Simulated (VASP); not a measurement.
Crystal: Sn2HBr3.

```
Sn H Br
1.0
     4.66615    0.00000    0.00000
    -2.33308    4.04101    0.00000
     0.00000    0.00000    9.27003
Sn H Br
2 1 3
Cartesian
  2.3331 1.3470 2.2718
  2.3331 1.3470 6.9982
  0.0000 0.0000 0.0000
  0.0000 0.0000 4.6350
  0.0000 2.6940 0.0000
  0.0000 2.6940 4.6350
```

The cell was built by a generator and needn't be a form met in nature.

| Property | Result |
| --- | --- |
| Program | VASP 6.6.1 |
| Task | relaxation of cell and atoms |
| Functional | PBE |
| Potentials or basis | VASP PAW PBE potentials, release 64 (Sn_d, H, Br) |
| Cutoff | 520 eV |
| k mesh | 4 × 4 × 2 |
| Occupations | gaussian, width 0.15 eV |
| Spin | no spin polarisation |

At the start: pressure 0.5 GPa; volume 29.13 Å³/atom.

Task: Where does the relaxation end?

Result: Over 12 steps the energy falls by 382.2 meV/atom and the volume is 26.28 Å³/atom (-9.8 %); space group P-6m2 (No. 187, to 0.05 Å).

Step by step:
```csv
step,energy change (eV),largest force (eV/Å),pressure (GPa),volume (Å³)
1,0.0000,0.4702,0.49,174.80
2,-0.6057,0.2375,-0.31,176.65
3,-1.9634,0.1015,-2.62,177.02
4,-1.9974,0.2140,-2.99,176.50
5,-2.1837,0.7005,-0.18,155.46
6,-2.1950,0.5835,-0.70,158.74
7,-2.2504,0.2921,0.14,154.68
8,-2.2521,0.2069,0.29,153.82
9,-2.2701,0.1875,0.26,154.89
10,-2.2930,0.0077,-0.43,158.08
11,-2.2927,0.1147,-0.37,157.40
12,-2.2932,0.0360,-0.39,157.69
```

Final structure:
```
Sn H Br
1.0
     5.22938    0.00000    0.00000
    -2.61469    4.52877    0.00000
     0.00000    0.00000    6.65828
Sn H Br
2 1 3
Direct
  0.66667 0.33333 0.25538
  0.66667 0.33333 0.74462
  0.00000 0.00000 0.00000
  0.00000 0.00000 0.50000
  0.33333 0.66667 0.00000
  0.33333 0.66667 0.50000
```

Caveat: the k mesh is coarse (spacing up to 0.39 Å⁻¹), so the values aren't converged; the relaxation stopped at a loose force limit of 0.08 eV/Å, so its end isn't a converged minimum.
